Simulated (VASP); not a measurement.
Calculation: PBE GGA, VASP's PBE PAW potentials (set 64) (plane waves; VASP 6.6.1).

A VASP calculation is set up with these files.

INCAR:
```
ALGO  =  Fast
EDIFF  =  1E-5
EDIFFG  =  -0.03
ENCUT  =  400
GGA  =  PE
IBRION  =  2
ISIF  =  2
ISMEAR  =  0
ISPIN  =  2
ISYM  =  0
LASPH  =  T
LCHARG  =  F
LMAXMIX  =  4
LORBIT  =  10
LREAL  =  Auto
LWAVE  =  F
MAGMOM  =  64*0.0156
NELM  =  100
NELMIN  =  4
NSW  =  60
NUPDOWN  =  1
PREC  =  Normal
SIGMA  =  0.05
SYSTEM  =  GaZn31Se32
```

POSCAR:
```
GaZn31Se32
1
   11.4825331920     0.0000000000     0.0000000000
    0.0000000000    11.4825331920     0.0000000000
   -0.0000000000    -0.0000000000    11.4825331920
Zn Se Ga
31 32 1
Direct
  0.5000000000   0.0000000000   0.0000000000
  0.7500000000   0.2500000000   0.0000000000
  0.7500000000   0.0000000000   0.2500000000
  0.0000000000   0.0000000000   0.0000000000
  0.2500000000   0.2500000000   0.0000000000
  0.5000000000   0.5000000000   0.0000000000
  0.7500000000   0.7500000000   0.0000000000
  0.2500000000   0.0000000000   0.2500000000
  0.5000000000   0.2500000000   0.2500000000
  0.7500000000   0.5000000000   0.2500000000
  0.5000000000   0.0000000000   0.5000000000
  0.7500000000   0.2500000000   0.5000000000
  0.7500000000   0.0000000000   0.7500000000
  0.0000000000   0.5000000000   0.0000000000
  0.2500000000   0.7500000000   0.0000000000
  0.0000000000   0.2500000000   0.2500000000
  0.2500000000   0.5000000000   0.2500000000
  0.5000000000   0.7500000000   0.2500000000
  0.0000000000   0.0000000000   0.5000000000
  0.2500000000   0.2500000000   0.5000000000
  0.7500000000   0.7500000000   0.5000000000
  0.2500000000   0.0000000000   0.7500000000
  0.5000000000   0.2500000000   0.7500000000
  0.7500000000   0.5000000000   0.7500000000
  0.0000000000   0.7500000000   0.2500000000
  0.0000000000   0.5000000000   0.5000000000
  0.2500000000   0.7500000000   0.5000000000
  0.0000000000   0.2500000000   0.7500000000
  0.2500000000   0.5000000000   0.7500000000
  0.5000000000   0.7500000000   0.7500000000
  0.0000000000   0.7500000000   0.7500000000
  0.6250000000   0.1250000000   0.1250000000
  0.8750000000   0.3750000000   0.1250000000
  0.8750000000   0.1250000000   0.3750000000
  0.1250000000   0.1250000000   0.1250000000
  0.3750000000   0.3750000000   0.1250000000
  0.6250000000   0.6250000000   0.1250000000
  0.8750000000   0.8750000000   0.1250000000
  0.3750000000   0.1250000000   0.3750000000
  0.6254110000   0.3791210000   0.3785040000
  0.8750000000   0.6250000000   0.3750000000
  0.6250000000   0.1250000000   0.6250000000
  0.8750000000   0.3750000000   0.6250000000
  0.8750000000   0.1250000000   0.8750000000
  0.1250000000   0.6250000000   0.1250000000
  0.3750000000   0.8750000000   0.1250000000
  0.1250000000   0.3750000000   0.3750000000
  0.3759330000   0.6266830000   0.3753560000
  0.6250000000   0.8750000000   0.3750000000
  0.1250000000   0.1250000000   0.6250000000
  0.3760700000   0.3791300000   0.6264600000
  0.6229020000   0.6213890000   0.6265330000
  0.8750000000   0.8750000000   0.6250000000
  0.3750000000   0.1250000000   0.8750000000
  0.6250000000   0.3750000000   0.8750000000
  0.8750000000   0.6250000000   0.8750000000
  0.1250000000   0.8750000000   0.3750000000
  0.1250000000   0.6250000000   0.6250000000
  0.3750000000   0.8750000000   0.6250000000
  0.1250000000   0.3750000000   0.8750000000
  0.3750000000   0.6250000000   0.8750000000
  0.6250000000   0.8750000000   0.8750000000
  0.1250000000   0.8750000000   0.8750000000
  0.4995310000   0.4975700000   0.5034010000
```

**KPOINTS**
```
Automatic mesh
0
Gamma
1 1 1
0 0 0
```

POTCAR, in this order: Zn Se Ga (PBE.64 set). Program: vasp_gam.

The resulting files:

OSZICAR:
```
       N       E                     dE             d eps       ncg     rms          rms(c)
DAV:   1     0.682683769465E+04    0.68268E+04   -0.21686E+05  1360   0.181E+03
DAV:   2     0.129621641208E+04   -0.55306E+04   -0.53767E+04  1360   0.497E+02
DAV:   3    -0.411412273548E+02   -0.13374E+04   -0.12435E+04  1488   0.198E+02
DAV:   4    -0.197116609846E+03   -0.15598E+03   -0.15357E+03  1552   0.675E+01
DAV:   5    -0.201611298817E+03   -0.44947E+01   -0.44676E+01  1512   0.108E+01    0.271E+01
RMM:   6    -0.192664599598E+03    0.89467E+01   -0.26435E+01  1360   0.110E+01    0.206E+01
RMM:   7    -0.191927242092E+03    0.73736E+00   -0.10433E+01  1360   0.591E+00    0.642E+00
RMM:   8    -0.192101315885E+03   -0.17407E+00   -0.18378E+00  1374   0.227E+00    0.298E+00
RMM:   9    -0.192029108190E+03    0.72208E-01   -0.32299E-01  1362   0.137E+00    0.128E+00
RMM:  10    -0.192021826259E+03    0.72819E-02   -0.89728E-02  1360   0.499E-01    0.467E-01
RMM:  11    -0.192022930163E+03   -0.11039E-02   -0.18957E-02  1411   0.265E-01    0.213E-01
RMM:  12    -0.192023357206E+03   -0.42704E-03   -0.39675E-03  1360   0.120E-01    0.127E-01
RMM:  13    -0.192023492880E+03   -0.13567E-03   -0.91676E-04  1368   0.573E-02    0.456E-02
RMM:  14    -0.192023465886E+03    0.26994E-04   -0.16676E-04  1399   0.239E-02    0.357E-02
RMM:  15    -0.192023467934E+03   -0.20481E-05   -0.17886E-04  1360   0.255E-02    0.346E-02
RMM:  16    -0.192023463866E+03    0.40678E-05   -0.24418E-05   858   0.125E-02
   1 F= -.19202346E+03 E0= -.19202346E+03  d E =-.192023E+03  mag=     1.0000
       N       E                     dE             d eps       ncg     rms          rms(c)
DAV:   1    -0.192078542758E+03   -0.55075E-01   -0.13470E+01  1472   0.613E+00    0.768E-01
RMM:   2    -0.192093602195E+03   -0.15059E-01   -0.18196E-01  1360   0.702E-01    0.264E-01
RMM:   3    -0.192094969466E+03   -0.13673E-02   -0.22627E-02  1366   0.269E-01    0.183E-01
RMM:   4    -0.192095029220E+03   -0.59754E-04   -0.43008E-03  1402   0.132E-01    0.144E-01
RMM:   5    -0.192094941396E+03    0.87824E-04   -0.11640E-03  1361   0.636E-02    0.427E-02
RMM:   6    -0.192094968786E+03   -0.27390E-04   -0.30278E-04  1336   0.259E-02    0.238E-02
RMM:   7    -0.192094963892E+03    0.48938E-05   -0.59275E-05  1011   0.130E-02
   2 F= -.19209496E+03 E0= -.19209496E+03  d E =-.715000E-01  mag=     1.0000
       N       E                     dE             d eps       ncg     rms          rms(c)
DAV:   1    -0.192104907119E+03   -0.99383E-02   -0.62756E+00  1456   0.419E+00    0.525E-01
RMM:   2    -0.192111497968E+03   -0.65908E-02   -0.80572E-02  1360   0.475E-01    0.176E-01
RMM:   3    -0.192112055337E+03   -0.55737E-03   -0.97660E-03  1362   0.180E-01    0.122E-01
RMM:   4    -0.192112058116E+03   -0.27794E-05   -0.17454E-03  1386   0.874E-02    0.946E-02
RMM:   5    -0.192112021610E+03    0.36506E-04   -0.51964E-04  1359   0.427E-02    0.289E-02
RMM:   6    -0.192112034423E+03   -0.12813E-04   -0.13550E-04  1231   0.173E-02    0.160E-02
RMM:   7    -0.192112032504E+03    0.19193E-05   -0.26504E-05   904   0.859E-03
   3 F= -.19211203E+03 E0= -.19211203E+03  d E =-.885686E-01  mag=     1.0000
       N       E                     dE             d eps       ncg     rms          rms(c)
DAV:   1    -0.192112256389E+03   -0.22197E-03   -0.21763E-01  1480   0.783E-01    0.984E-02
RMM:   2    -0.192112485214E+03   -0.22883E-03   -0.27783E-03  1360   0.890E-02    0.323E-02
RMM:   3    -0.192112504307E+03   -0.19092E-04   -0.33638E-04  1316   0.337E-02    0.227E-02
RMM:   4    -0.192112504610E+03   -0.30340E-06   -0.60787E-05  1098   0.162E-02
   4 F= -.19211250E+03 E0= -.19211250E+03  d E =-.890407E-01  mag=     1.0000
       N       E                     dE             d eps       ncg     rms          rms(c)
DAV:   1    -0.192119441716E+03   -0.69374E-02   -0.20029E+00  1424   0.241E+00    0.314E-01
RMM:   2    -0.192121947224E+03   -0.25055E-02   -0.29179E-02  1360   0.281E-01    0.908E-02
RMM:   3    -0.192122208934E+03   -0.26171E-03   -0.35034E-03  1364   0.107E-01    0.742E-02
RMM:   4    -0.192122211031E+03   -0.20969E-05   -0.53465E-04  1391   0.489E-02    0.560E-02
RMM:   5    -0.192122197778E+03    0.13253E-04   -0.16048E-04  1293   0.247E-02    0.149E-02
RMM:   6    -0.192122200691E+03   -0.29131E-05   -0.32589E-05   940   0.953E-03
   5 F= -.19212220E+03 E0= -.19212220E+03  d E =-.969608E-02  mag=     1.0000
       N       E                     dE             d eps       ncg     rms          rms(c)
DAV:   1    -0.192123104373E+03   -0.90660E-03   -0.21016E+00  1440   0.247E+00    0.321E-01
RMM:   2    -0.192125762151E+03   -0.26578E-02   -0.30927E-02  1360   0.290E-01    0.936E-02
RMM:   3    -0.192126043786E+03   -0.28163E-03   -0.37104E-03  1365   0.110E-01    0.771E-02
RMM:   4    -0.192126047600E+03   -0.38142E-05   -0.56737E-04  1393   0.504E-02    0.586E-02
RMM:   5    -0.192126033639E+03    0.13961E-04   -0.17107E-04  1297   0.254E-02    0.153E-02
RMM:   6    -0.192126036765E+03   -0.31258E-05   -0.34456E-05   949   0.980E-03
   6 F= -.19212604E+03 E0= -.19212604E+03  d E =-.135322E-01  mag=     1.0000
       N       E                     dE             d eps       ncg     rms          rms(c)
DAV:   1    -0.192126025793E+03    0.78456E-05   -0.30063E-02  1488   0.297E-01    0.407E-02
RMM:   2    -0.192126068872E+03   -0.43078E-04   -0.49675E-04  1333   0.377E-02    0.129E-02
RMM:   3    -0.192126074013E+03   -0.51416E-05   -0.60778E-05  1038   0.140E-02    0.108E-02
RMM:   4    -0.192126074314E+03   -0.30010E-06   -0.97600E-06   795   0.722E-03
   7 F= -.19212607E+03 E0= -.19212607E+03  d E =-.135697E-01  mag=     1.0000
       N       E                     dE             d eps       ncg     rms          rms(c)
DAV:   1    -0.192127272413E+03   -0.11984E-02   -0.68794E-01  1408   0.144E+00    0.150E-01
RMM:   2    -0.192127834128E+03   -0.56172E-03   -0.65335E-03  1360   0.144E-01    0.461E-02
RMM:   3    -0.192127899605E+03   -0.65476E-04   -0.83469E-04  1367   0.545E-02    0.370E-02
RMM:   4    -0.192127900689E+03   -0.10842E-05   -0.12818E-04  1366   0.252E-02    0.277E-02
RMM:   5    -0.192127897252E+03    0.34367E-05   -0.39050E-05   988   0.126E-02
   8 F= -.19212790E+03 E0= -.19212790E+03  d E =-.182294E-02  mag=     1.0000
```

**OUTCAR**
```
------------------------ aborting loop because EDIFF is reached ----------------------------------------
  FORCE on cell =-STRESS in cart. coord.  units (eV):
  Direction    XX          YY          ZZ          XY          YZ          ZX
  --------------------------------------------------------------------------------------
  Total        5.5845446      5.5815088      5.5834168      0.0704167      0.0000654      0.0252776
  in kB        5.9099692      5.9067565      5.9087757      0.0745200      0.0000692      0.0267506
  external PRESSURE =       5.9085005 kB  Pullay stress =       0.0000000 kB
  volume of cell :     1513.96
      direct lattice vectors                 reciprocal lattice vectors
    11.482533192  0.000000000  0.000000000     0.087088797  0.000000000  0.000000000
     0.000000000 11.482533192  0.000000000     0.000000000  0.087088797  0.000000000
     0.000000000  0.000000000 11.482533192     0.000000000  0.000000000  0.087088797
  FREE ENERGIE OF THE ION-ELECTRON SYSTEM (eV)
  ---------------------------------------------------
  free  energy   TOTEN  =      -192.1278972521 eV

  energy  without entropy=     -192.1278972521  energy(sigma->0) =     -192.12789725

 total charge

# of ion       s       p       d       tot
------------------------------------------
    1        0.525   0.414   9.782  10.721
    2        0.523   0.419   9.783  10.725
    3        0.523   0.419   9.783  10.725
    4        0.522   0.419   9.783  10.723
    5        0.523   0.419   9.783  10.725
    6        0.522   0.421   9.783  10.727
    7        0.523   0.419   9.783  10.725
    8        0.523   0.419   9.783  10.725
    9        0.525   0.417   9.782  10.724
   10        0.525   0.417   9.782  10.724
   11        0.522   0.421   9.783  10.726
   12        0.525   0.418   9.782  10.725
   13        0.523   0.419   9.783  10.725
   14        0.526   0.415   9.782  10.722
   15        0.523   0.419   9.783  10.725
   16        0.523   0.419   9.783  10.725
   17        0.525   0.418   9.782  10.725
   18        0.525   0.418   9.782  10.725
   19        0.525   0.414   9.782  10.721
   20        0.525   0.418   9.782  10.725
   21        0.525   0.418   9.782  10.726
   22        0.523   0.419   9.783  10.725
   23        0.525   0.418   9.782  10.725
   24        0.525   0.418   9.782  10.725
   25        0.523   0.419   9.783  10.725
   26        0.522   0.421   9.783  10.726
   27        0.525   0.418   9.782  10.726
   28        0.523   0.419   9.783  10.725
   29        0.525   0.418   9.782  10.725
   30        0.525   0.418   9.782  10.726
   31        0.523   0.419   9.783  10.725
   32        1.438   2.417   0.026   3.882
   33        1.438   2.417   0.026   3.882
   34        1.438   2.417   0.026   3.882
   35        1.437   2.419   0.026   3.882
   36        1.437   2.421   0.026   3.885
   37        1.437   2.422   0.027   3.885
   38        1.437   2.419   0.026   3.883
   39        1.437   2.421   0.026   3.884
   40        1.448   2.397   0.025   3.869
   41        1.437   2.422   0.027   3.885
   42        1.437   2.422   0.027   3.885
   43        1.437   2.422   0.027   3.885
   44        1.437   2.420   0.026   3.883
   45        1.438   2.417   0.026   3.882
   46        1.439   2.417   0.026   3.882
   47        1.437   2.422   0.027   3.885
   48        1.448   2.397   0.025   3.869
   49        1.437   2.422   0.027   3.885
   50        1.438   2.417   0.026   3.882
   51        1.448   2.397   0.025   3.870
   52        1.448   2.397   0.025   3.870
   53        1.438   2.417   0.026   3.882
   54        1.438   2.417   0.026   3.882
   55        1.437   2.422   0.027   3.885
   56        1.438   2.417   0.026   3.882
   57        1.438   2.417   0.026   3.882
   58        1.437   2.422   0.027   3.885
   59        1.437   2.422   0.027   3.885
   60        1.438   2.418   0.026   3.882
   61        1.437   2.422   0.027   3.885
   62        1.438   2.417   0.026   3.882
   63        1.437   2.420   0.026   3.883
   64        1.065   1.015   0.150   2.230
--------------------------------------------------
tot         63.349  91.315 304.242 458.906

 magnetization (x)

# of ion       s       p       d       tot
------------------------------------------
    1        0.015   0.001  -0.000   0.015
    2        0.010   0.000  -0.000   0.010
    3        0.010   0.000  -0.000   0.010
    4        0.008   0.000  -0.000   0.008
    5        0.010   0.000  -0.000   0.010
    6        0.007   0.000  -0.000   0.007
    7        0.010   0.000  -0.000   0.010
    8        0.010   0.000  -0.000   0.010
    9        0.011   0.001  -0.000   0.011
   10        0.011   0.001  -0.000   0.011
   11        0.007   0.000  -0.000   0.007
   12        0.011   0.001  -0.000   0.011
   13        0.010   0.000  -0.000   0.010
   14        0.015   0.001  -0.000   0.015
   15        0.009   0.000  -0.000   0.010
   16        0.010   0.000  -0.000   0.010
   17        0.011   0.001  -0.000   0.011
...
```
(Selected blocks of OUTCAR.)

CONTCAR:
```
GaZn31Se32
   1.00000000000000
    11.4825331920000000    0.0000000000000000    0.0000000000000000
     0.0000000000000000   11.4825331920000000    0.0000000000000000
     0.0000000000000000    0.0000000000000000   11.4825331920000000
  Zn              Se              Ga
    31    32     1
Direct
     0.5000418636617283    0.0001103397191749    0.0000777463167994
     0.7502750104834379    0.2496494819255470    0.0001223037328959
     0.7502481864853910    0.9999689679392502    0.2498081659374845
     0.9999996410131146    0.0000049770443743    0.0000189667523740
     0.2498727258574870    0.2498064027506336    0.0001786435041002
     0.4999546580249345    0.4999383158921068    0.0001143081453892
     0.7502453395422096    0.7502798629844409    0.0000513097931548
     0.2498516901120143    0.0001985618582337    0.2498738482918373
     0.4984172682624652    0.2489548096966102    0.2489836306311903
     0.7517168254319408    0.5023159888467609    0.2484603638263764
     0.4999645716433661    0.0000413557433741    0.4999744691556205
     0.7516332710409172    0.2484545307401761    0.5022313330429917
     0.7502476438391827    0.0000652031401812    0.7502369321499988
     0.9999745066038698    0.4999922900544291    0.0001181031916682
     0.2496722658687217    0.7503404437390571    0.0001181790022105
     0.0001087808067060    0.2498149629007720    0.2498376355899517
     0.2485914139926980    0.4980915388724240    0.2485941824972369
     0.5023179566449780    0.7517941851424584    0.2483524801271400
     0.9999501827269942    0.0000385991911598    0.5000609499665302
     0.2485400403915987    0.2486025871750827    0.4981576775895029
     0.7512591394761512    0.7512520839663298    0.4983012758840286
     0.2497514858658257    0.9999855878732756    0.7502601156972248
     0.5022548869978070    0.2482621054379987    0.7518461100690240
     0.7519787799182787    0.4974451865056541    0.7520860446857498
     0.9999763926508853    0.7502925011145557    0.2498000245368337
     0.0000260294287391    0.4999678937747589    0.4999559509288170
     0.2483559272907006    0.7517527594522764    0.5021449863031128
     0.0000347707114685    0.2496934944275670    0.7502607125175672
     0.2477204461254571    0.5027806142533282    0.7523398256139774
     0.4977464354974645    0.7517925049216045    0.7518776219108226
     0.9999882467761742    0.7503521552164886    0.7502418523397296
     0.6250599819454558    0.1253838676988627    0.1254554093148684
     0.8747221748504557    0.3749293119716511    0.1253297791042858
     0.8747451702098272    0.1253093679340740    0.3749497005497828
     0.1250045064105216    0.1250189713653363    0.1250161300769473
     0.3751773951947748    0.3751292481332746    0.1249254450511690
     0.6249152414259209    0.6249437199891200    0.1247190117454876
     0.8750050736974785    0.8750005591896824    0.1250225503215561
     0.3751545822663497    0.1249703816630903    0.3751532408648279
     0.6244195967314820    0.3759508701429330    0.3760489763125841
     0.8752222533395314    0.6250266060395323    0.3752628836549866
     0.6249290055564891    0.1247824224551482    0.6249830979098278
     0.8753559753863651    0.3750696669863665    0.6249716370583920
     0.8750096008419128    0.1250288624161344    0.8750277997867900
     0.1253210954572916    0.6251152679542250    0.1253804447110090
     0.3748891837505260    0.8747527607350589    0.1253416703032048
     0.1248657070803632    0.3751455428952449    0.3751460084025086
     0.3754211100016522    0.6247620049599275    0.3756121867878682
     0.6249905364573467    0.8751570742420667    0.3752426844391342
     0.1252846093640063    0.1252718112614754    0.6251259026094156
     0.3749621867567134    0.3753133772844612    0.6252923018555342
     0.6247249319535096    0.6247178512415245    0.6251949075545324
     0.8746425034612966    0.8746813927393727    0.6250944356628312
     0.3748956591252919    0.1252350269627439    0.8748305813405582
     0.6249028334588257    0.3750454272760059    0.8753841491303143
     0.8748297476109362    0.6251270233386552    0.8748441640202561
     0.1252927683685485    0.8747797320566839    0.3749201058743890
     0.1246579710033696    0.6250617455038555    0.6248934961134889
     0.3750870134095358    0.8752370071171177    0.6249685163007543
     0.1251209793572570    0.3748722765059449    0.8749582512571757
     0.3751169569317373    0.6250278853395050    0.8754442074274330
     0.6250952848077941    0.8748118848680529    0.8748326899789987
     0.1250144919865020    0.8749999890339750    0.8750287177929701
     0.4992944886282262    0.5001937703988172    0.5013671669547733
```

File OUTCAR:
```
 val. band max:        2.3338590712   @ k =   0.0000   0.0000   0.0000

 cond. band min:       2.3698977686   @ k =   0.0000   0.0000   0.0000


 Fermi energy:         2.5737004846

 spin component 1

 k-point     1 :       0.0000    0.0000    0.0000
  band No.  band energies     occupation
      1     -11.7864      1.00000
      2     -11.4273      1.00000
      3     -11.2915      1.00000
      4     -11.2883      1.00000
      5     -11.2841      1.00000
      6     -11.2214      1.00000
      7     -11.2206      1.00000
      8     -11.0847      1.00000
      9     -11.0827      1.00000
     10     -11.0807      1.00000
     11     -11.0582      1.00000
     12     -10.9608      1.00000
     13     -10.9592      1.00000
     14     -10.9587      1.00000
     15     -10.9564      1.00000
     16     -10.9558      1.00000
     17     -10.9553      1.00000
     18     -10.9505      1.00000
     19     -10.9501      1.00000
     20     -10.9163      1.00000
     21     -10.9155      1.00000
     22     -10.9149      1.00000
     23     -10.9107      1.00000
     24     -10.7608      1.00000
     25     -10.7599      1.00000
     26     -10.7578      1.00000
     27     -10.6856      1.00000
     28     -10.6847      1.00000
     29     -10.6843      1.00000
     30     -10.6623      1.00000
     31     -10.6608      1.00000
     32     -10.6601      1.00000
     33      -5.3098      1.00000
     34      -5.1039      1.00000
     35      -5.1035      1.00000
     36      -5.1026      1.00000
     37      -5.1020      1.00000
     38      -5.1010      1.00000
     39      -5.0755      1.00000
     40      -5.0751      1.00000
     41      -5.0743      1.00000
     42      -5.0565      1.00000
     43      -5.0505      1.00000
     44      -5.0498      1.00000
     45      -5.0468      1.00000
     46      -5.0451      1.00000
     47      -5.0442      1.00000
     48      -5.0381      1.00000
     49      -5.0374      1.00000
...
```

The supercell is sampled at Γ alone, which is coarse: total energies, pressure and levels can be off, energies of defects by several tenths of an eV.

The cell is a supercell with a defect, built from ZnSe (zinc blende): Ga_Zn.
